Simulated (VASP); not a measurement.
Given:

```
EuS
1.0
    0.00000     2.91222     2.91222
    2.91222     0.00000     2.91222
    2.91222     2.91222     0.00000
Eu S
1 1
Direct
  0.00000   0.00000   0.00000
  0.50000   0.50000   0.50000
```

Computed with rev-vdW-DF2, VASP's PBE PAW potentials (set 64) (plane waves; VASP). Run with 520 eV cut-off, 7×7×7 Γ-centred mesh, Gaussian smearing of 0.050 eV, potentials Eu_2 S.

The 4f electrons are frozen in the core of the lanthanide potential, so 4f levels, which can set the real gap, and their magnetism are missing.

What does the run give for the energy per atom (σ→0)?

```
Property                        Value
---------------------  --------------
energy per atom (σ→0)  -3.673 eV/atom
```

Only differences to runs with the same potentials and settings are physical.

The compound is EuS in the rock salt structure. It was relaxed first, which changed the volume by -7 %. The start is the result of an earlier pass.
